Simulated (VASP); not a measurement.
Calculation: optB88-vdW, VASP's PBE PAW potentials (set 64) (plane waves; VASP).

VASP input:

### KPOINTS
```
Automatic mesh
0
Gamma
12 12 1
0 0 0
```

### POSCAR
```
PtS2 monolayer
1.0
  3.5997829771   0.0000000000   0.0000000000
 -1.7998914886   3.1175035803   0.0000000000
  0.0000000000   0.0000000000  18.3721219966
S Pt
2 1
Direct
  0.6666670000   0.3333330000   0.4367190000
  0.3333330000   0.6666670000   0.5632810000
  0.0000000000   0.0000000000   0.5000000000
```

**INCAR**
```
! general
SYSTEM  =PtS2 monolayer
PREC    =Normal
ENCUT   =400
LREAL   =.False.
LASPH   =.True.

! electronic loop
EDIFF   =1E-5
NELM    =100
NELMIN  =4
ALGO    =Normal
LMAXMIX =6

! smearing
ISMEAR  =0
SIGMA   =0.05

! functional
GGA     =BO
LUSE_VDW=.True.
AGGAC   =0.0
PARAM1  =0.1833333333
PARAM2  =0.22

! ions
IBRION  =2
NSW     =50
ISIF    =4
EDIFFG  =-0.03

! output
LWAVE   =.True.
LCHARG  =.False.
```

POTCAR, in this order: S Pt (PBE.64 set). Program: vasp_std.

Output

File OUTCAR:
```
 ion  position               nearest neighbor table
   1  0.667  0.333  0.437-   3 2.38   3 2.38   3 2.38
   2  0.333  0.667  0.563-   3 2.38   3 2.38   3 2.38
   3  0.000  0.000  0.500-   1 2.38   2 2.38   1 2.38   2 2.38   1 2.38   2 2.38
  LATTYP: Found a hexagonal cell.
 ALAT       =     3.5997829771
 C/A-ratio  =     5.1036748919
 Subroutine PRICEL returns:
 Original cell was already a primitive cell.
 Subroutine GETGRP returns: Found 12 space group operations
The static configuration has the point symmetry D_3d.
The dynamic configuration has the point symmetry D_3d.
 Subroutine INISYM returns: Found 12 space group operations
 Subroutine IBZKPT returns following result:
 Found     19 irreducible k-points:

 Following reciprocal coordinates:
            Coordinates               Weight
  0.000000  0.000000  0.000000      1.000000
  0.083333  0.000000  0.000000      6.000000
  0.166667  0.000000  0.000000      6.000000
  0.250000  0.000000  0.000000      6.000000
  0.333333  0.000000  0.000000      6.000000
  0.416667  0.000000  0.000000      6.000000
  0.500000  0.000000  0.000000      3.000000
  0.083333  0.083333  0.000000      6.000000
  0.166667  0.083333  0.000000     12.000000
  0.250000  0.083333  0.000000     12.000000
  0.333333  0.083333  0.000000     12.000000
  0.416667  0.083333  0.000000     12.000000
  0.166667  0.166667  0.000000      6.000000
  0.250000  0.166667  0.000000     12.000000
  0.333333  0.166667  0.000000     12.000000
  0.416667  0.166667  0.000000      6.000000
  0.250000  0.250000  0.000000      6.000000
  0.333333  0.250000  0.000000     12.000000
  0.333333  0.333333  0.000000      2.000000
   k-points           NKPTS =     19   k-points in BZ     NKDIM =     19   number of bands    NBANDS=     15
   number of dos      NEDOS =    301   number of ions     NIONS =      3
   total plane-waves  NPLWV =  29160
   dimension x,y,z NGX =    18 NGY =   18 NGZ =   90
   dimension x,y,z NGXF=    36 NGYF=   36 NGZF=  180
   ions per type =               2   1
   PREC   = normal    normal or accurate (medium, high low for compatibility)
   ISTART =      0    job   : 0-new  1-cont  2-samecut
   ICHARG =      2    charge: 1-file 2-atom 10-const
   ISPIN  =      1    spin polarized calculation?
   LNONCOLLINEAR =      F non collinear calculations
   LSORBIT =      F    spin-orbit coupling
   INIWAV =      1    electr: 0-lowe 1-rand  2-diag
   ENCUT  =  400.0 eV  29.40 Ry    5.42 a.u.   5.87  5.87 29.96*2*pi/ulx,y,z
   NELM   =    100;   NELMIN=  4; NELMDL= -5     # of ELM steps
   EDIFF  = 0.1E-04   stopping-criterion for ELM
   LREAL  =      F    real-space projection
   NLSPLINE    = F    spline interpolate recip. space projectors
   LMAXMIX     =    6 max onsite mixed and CHGCAR
   VOSKOWN=      0    Vosko Wilk Nusair interpolation
   EDIFFG = -.3E-01   stopping-criterion for IOM
   NSW    =     50    number of steps for IOM
   NBLOCK =      1;   KBLOCK =     50    inner block; outer block
   IBRION =      2    ionic relax: 0-MD 1-quasi-New 2-CG
   NFREE  =      1    steps in history (QN), initial steepest desc. (CG)
   ISIF   =      4    stress and relaxation
   ISYM   =      2    0-nonsym 1-usesym 2-fastsym
   TEIN   =    0.0    initial temperature
   TEBEG  =    0.0;   TEEND  =   0.0 temperature during run
   SMASS  =  -3.00    Nose mass-parameter (am)
   PSTRESS=    0.0 pullay stress
   NELECT =      22.0000    total number of electrons
   EFERMI =   0.00;   METHOD = LEGACY
   ISMEAR =     0;   SIGMA  =   0.05  broadening in eV -4-tet -1-fermi 0-gaus
   IALGO  =     38    algorithm
   LDIAG  =      T    sub-space diagonalisation (order eigenvalues)
   IMIX   =      4    mixing-type and parameters
     AMIX     =   0.40;   BMIX     =  1.00
...
```

**OSZICAR**
```
       N       E                     dE             d eps       ncg     rms          rms(c)
DAV:   1     0.160711581951E+03    0.16071E+03   -0.70179E+03   570   0.905E+02
DAV:   2     0.436369948957E+01   -0.15635E+03   -0.14960E+03   903   0.182E+02
DAV:   3    -0.104874910515E+02   -0.14851E+02   -0.14729E+02   717   0.726E+01
DAV:   4    -0.107820722262E+02   -0.29458E+00   -0.29411E+00   804   0.115E+01
DAV:   5    -0.107881220963E+02   -0.60499E-02   -0.60492E-02   739   0.163E+00    0.175E+01
DAV:   6    -0.962740013915E+01    0.11607E+01   -0.85325E+00   661   0.294E+01    0.119E+01
DAV:   7    -0.942464471900E+01    0.20276E+00   -0.18788E+00   612   0.146E+01    0.500E+00
DAV:   8    -0.940024372054E+01    0.24401E-01   -0.11057E-01   710   0.295E+00    0.116E+00
DAV:   9    -0.939396720588E+01    0.62765E-02   -0.26228E-02   717   0.173E+00    0.220E-01
DAV:  10    -0.939432243830E+01   -0.35523E-03   -0.25042E-03   787   0.403E-01    0.128E-01
DAV:  11    -0.939456146308E+01   -0.23902E-03   -0.22264E-04   661   0.126E-01    0.507E-02
DAV:  12    -0.939465666309E+01   -0.95200E-04   -0.66285E-05   633   0.727E-02    0.305E-02
DAV:  13    -0.939476121815E+01   -0.10456E-03   -0.31370E-05   518   0.393E-02    0.995E-03
DAV:  14    -0.939493227433E+01   -0.17106E-03   -0.67993E-05   537   0.441E-02    0.866E-03
DAV:  15    -0.939500437124E+01   -0.72097E-04   -0.35628E-05   574   0.350E-02    0.242E-03
DAV:  16    -0.939503480108E+01   -0.30430E-04   -0.60375E-05   579   0.522E-02    0.346E-03
DAV:  17    -0.939505885119E+01   -0.24050E-04   -0.82929E-06   496   0.266E-02    0.168E-03
DAV:  18    -0.939511362472E+01   -0.54774E-04   -0.58115E-06   566   0.210E-02    0.191E-03
DAV:  19    -0.939515457605E+01   -0.40951E-04   -0.46743E-06   657   0.195E-02    0.123E-03
DAV:  20    -0.939515291282E+01    0.16632E-05   -0.50715E-06   426   0.228E-02
   1 F= -.93951529E+01 E0= -.93951529E+01  d E =-.939515E+01
       N       E                     dE             d eps       ncg     rms          rms(c)
DAV:   1    -0.948110365349E+01   -0.85949E-01   -0.44327E+00   591   0.140E+01    0.127E+00
DAV:   2    -0.946684375252E+01    0.14260E-01   -0.31669E-01   668   0.402E+00    0.810E-01
DAV:   3    -0.946352945574E+01    0.33143E-02   -0.25185E-02   612   0.158E+00    0.438E-01
DAV:   4    -0.946186416424E+01    0.16653E-02   -0.32225E-03   773   0.421E-01    0.254E-01
DAV:   5    -0.946123055417E+01    0.63361E-03   -0.22135E-03   717   0.317E-01    0.623E-02
DAV:   6    -0.946115785488E+01    0.72699E-04   -0.15436E-04   798   0.124E-01    0.309E-02
DAV:   7    -0.946111169003E+01    0.46165E-04   -0.57427E-05   696   0.536E-02    0.999E-03
DAV:   8    -0.946112597447E+01   -0.14284E-04   -0.12411E-05   565   0.215E-02    0.703E-03
DAV:   9    -0.946137145491E+01   -0.24548E-03   -0.46562E-05   645   0.398E-02    0.371E-03
DAV:  10    -0.946152414590E+01   -0.15269E-03   -0.20811E-05   644   0.274E-02    0.204E-03
DAV:  11    -0.946153793316E+01   -0.13787E-04   -0.15335E-05   440   0.427E-02    0.237E-03
DAV:  12    -0.946152330792E+01    0.14625E-04   -0.68015E-06   426   0.253E-02    0.998E-04
DAV:  13    -0.946149566817E+01    0.27640E-04   -0.16957E-05   496   0.324E-02    0.182E-03
DAV:  14    -0.946146502996E+01    0.30638E-04   -0.11132E-05   510   0.276E-02    0.123E-03
DAV:  15    -0.946137633343E+01    0.88697E-04   -0.13015E-05   531   0.317E-02    0.873E-04
DAV:  16    -0.946136048851E+01    0.15845E-04   -0.48958E-06   482   0.198E-02    0.796E-04
DAV:  17    -0.946137869641E+01   -0.18208E-04   -0.20943E-05   476   0.321E-02    0.197E-04
DAV:  18    -0.946137022578E+01    0.84706E-05   -0.14511E-05   553   0.303E-02
   2 F= -.94613702E+01 E0= -.94613702E+01  d E =-.662173E-01
       N       E                     dE             d eps       ncg     rms          rms(c)
DAV:   1    -0.947593102147E+01   -0.14552E-01   -0.12365E+00   584   0.731E+00    0.726E-01
DAV:   2    -0.947241747960E+01    0.35135E-02   -0.91636E-02   703   0.213E+00    0.396E-01
DAV:   3    -0.947152850074E+01    0.88898E-03   -0.66715E-03   745   0.834E-01    0.233E-01
DAV:   4    -0.947117331310E+01    0.35519E-03   -0.71769E-04   717   0.233E-01    0.139E-01
DAV:   5    -0.947100362599E+01    0.16969E-03   -0.70046E-04   717   0.174E-01    0.346E-02
DAV:   6    -0.947101687245E+01   -0.13246E-04   -0.46069E-05   731   0.664E-02    0.168E-02
DAV:   7    -0.947108522997E+01   -0.68358E-04   -0.19027E-05   461   0.385E-02    0.460E-03
DAV:   8    -0.947110304732E+01   -0.17817E-04   -0.74027E-06   426   0.248E-02    0.359E-03
DAV:   9    -0.947127577934E+01   -0.17273E-03   -0.26377E-05   455   0.246E-02    0.176E-03
DAV:  10    -0.947134237281E+01   -0.66593E-04   -0.75252E-06   587   0.174E-02    0.129E-03
DAV:  11    -0.947141175052E+01   -0.69378E-04   -0.11144E-05   426   0.332E-02    0.668E-04
DAV:  12    -0.947139124420E+01    0.20506E-04   -0.11165E-05   426   0.301E-02    0.398E-04
DAV:  13    -0.947136018409E+01    0.31060E-04   -0.10374E-05   426   0.272E-02    0.287E-04
DAV:  14    -0.947132386626E+01    0.36318E-04   -0.23125E-05   637   0.318E-02    0.331E-04
DAV:  15    -0.947130940437E+01    0.14462E-04   -0.12833E-05   448   0.275E-02    0.207E-04
DAV:  16    -0.947127449733E+01    0.34907E-04   -0.48268E-06   559   0.175E-02    0.112E-04
DAV:  17    -0.947126213658E+01    0.12361E-04   -0.74862E-06   440   0.247E-02    0.312E-04
DAV:  18    -0.947125645668E+01    0.56799E-05   -0.82512E-06   510   0.268E-02
   3 F= -.94712565E+01 E0= -.94712565E+01  d E =-.761035E-01
       N       E                     dE             d eps       ncg     rms          rms(c)
DAV:   1    -0.947131029862E+01   -0.48162E-04   -0.55914E-03   626   0.489E-01    0.509E-02
DAV:   2    -0.947121118865E+01    0.99110E-04   -0.41670E-04   661   0.148E-01    0.251E-02
DAV:   3    -0.947121096168E+01    0.22697E-06   -0.69551E-05   731   0.796E-02    0.155E-02
DAV:   4    -0.947120406246E+01    0.68992E-05   -0.43856E-06   523   0.201E-02
   4 F= -.94712041E+01 E0= -.94712041E+01  d E =-.760511E-01
       N       E                     dE             d eps       ncg     rms          rms(c)
DAV:   1    -0.947120389307E+01    0.70686E-05   -0.43326E-03   626   0.428E-01    0.452E-02
DAV:   2    -0.947116238066E+01    0.41512E-04   -0.28498E-04   682   0.123E-01    0.217E-02
DAV:   3    -0.947116246139E+01   -0.80728E-07   -0.33798E-05   492   0.600E-02    0.122E-02
DAV:   4    -0.947116325507E+01   -0.79369E-06   -0.71480E-06   453   0.254E-02
   5 F= -.94711633E+01 E0= -.94711633E+01  d E =-.760103E-01
       N       E                     dE             d eps       ncg     rms          rms(c)
DAV:   1    -0.947177464269E+01   -0.61218E-03   -0.28530E-02   598   0.116E+00    0.171E-01
DAV:   2    -0.947137487282E+01    0.39977E-03   -0.12749E-03   654   0.323E-01    0.628E-02
DAV:   3    -0.947129542465E+01    0.79448E-04   -0.15903E-04   725   0.106E-01    0.360E-02
DAV:   4    -0.947128914976E+01    0.62749E-05   -0.80571E-05   640   0.614E-02
   6 F= -.94712891E+01 E0= -.94712891E+01  d E =-.125895E-03
```

File OUTCAR:
```
------------------------ aborting loop because EDIFF is reached ----------------------------------------
  FORCE on cell =-STRESS in cart. coord.  units (eV):
  Direction    XX          YY          ZZ          XY          YZ          ZX
  --------------------------------------------------------------------------------------
  Total       -0.1422246     -0.1422246     -0.0471437      0.0000000      0.0000000     -0.0000000
  in kB       -1.1052046     -1.1052047     -0.3663461      0.0000000      0.0000000     -0.0000000
  external PRESSURE =      -0.8589185 kB  Pullay stress =       0.0000000 kB
  volume of cell :      206.18
      direct lattice vectors                 reciprocal lattice vectors
     3.564300847 -0.000000000  0.000000000     0.280559931  0.161981348 -0.000000000
    -1.782150424  3.086775157 -0.000000000     0.000000000  0.323962695  0.000000000
     0.000000000 -0.000000000 18.739726590    -0.000000000  0.000000000  0.053362571
 POSITION                                       TOTAL-FORCE (eV/Angst)
 -----------------------------------------------------------------------------------
      1.78215      1.02892      8.11203         0.000000     -0.000000      0.029301
     -0.00000      2.05785     10.62770        -0.000000      0.000000     -0.029301
      0.00000     -0.00000      9.36986        -0.000000      0.000000     -0.000000
 -----------------------------------------------------------------------------------
    total drift:                                0.000000      0.000000     -0.000000
  FREE ENERGIE OF THE ION-ELECTRON SYSTEM (eV)
  ---------------------------------------------------
  free  energy   TOTEN  =        -9.4712891498 eV

  energy  without entropy=       -9.4712891498  energy(sigma->0) =       -9.47128915

 reached required accuracy - stopping structural energy minimisation
```
(Selected blocks of OUTCAR.)

File CONTCAR:
```
PtS2 monolayer
   1.00000000000000
     3.5643008470040973   -0.0000000000013958    0.0000000000000000
    -1.7821504235527645    3.0867751571068545   -0.0000000000000000
     0.0000000000000002   -0.0000000000000002   18.7397265904038157
  S               Pt
     2     1
Direct
     0.6666669999999968    0.3333330000000032    0.4328787745925838
     0.3333330000000032    0.6666669999999968    0.5671212254074163
     0.0000000000000000    0.0000000000000000    0.5000000000000000
```

File OUTCAR:
```
 val. band max:       -3.3562178953   @ k =   0.0833   0.0833   0.0000

 cond. band min:      -1.5959663842   @ k =   0.2500   0.0000   0.0000


 Fermi energy:        -3.1299792969

 k-point     1 :       0.0000    0.0000    0.0000
  band No.  band energies     occupation
      1     -17.1405      2.00000
      2     -15.0955      2.00000
      3      -8.6476      2.00000
      4      -8.6476      2.00000
      5      -8.4181      2.00000
      6      -6.0916      2.00000
      7      -6.0916      2.00000
      8      -4.1734      2.00000
      9      -4.0336      2.00000
     10      -3.5420      2.00000
     11      -3.5420      2.00000
     12      -0.2114      0.00000
     13      -0.2114      0.00000
     14       1.7979      0.00000
     15       2.2873      0.00000

 k-point     2 :       0.0833    0.0000    0.0000
  band No.  band energies     occupation
      1     -17.0570      2.00000
      2     -15.1107      2.00000
      3      -8.6446      2.00000
      4      -8.5963      2.00000
      5      -8.3386      2.00000
      6      -6.2195      2.00000
      7      -6.1603      2.00000
      8      -4.5249      2.00000
      9      -3.9049      2.00000
     10      -3.5014      2.00000
     11      -3.4097      2.00000
     12      -0.6128      0.00000
     13      -0.3188      0.00000
     14       1.9919      0.00000
     15       2.4021      0.00000

 k-point     3 :       0.1667    0.0000    0.0000
  band No.  band energies     occupation
      1     -16.8171      2.00000
      2     -15.1528      2.00000
      3      -8.6157      2.00000
      4      -8.4603      2.00000
      5      -8.1129      2.00000
      6      -6.6516      2.00000
      7      -6.2971      2.00000
      8      -5.0255      2.00000
      9      -3.6472      2.00000
     10      -3.4817      2.00000
     11      -3.3643      2.00000
     12      -1.3313      0.00000
     13      -0.5215      0.00000
     14       2.4499      0.00000
     15       2.7110      0.00000
...
```

Unless said otherwise, spin-orbit coupling is left out, though it shifts the bands of the heavy elements here.

The cell is a sheet with vacuum, built from PtS2 (1T layered).
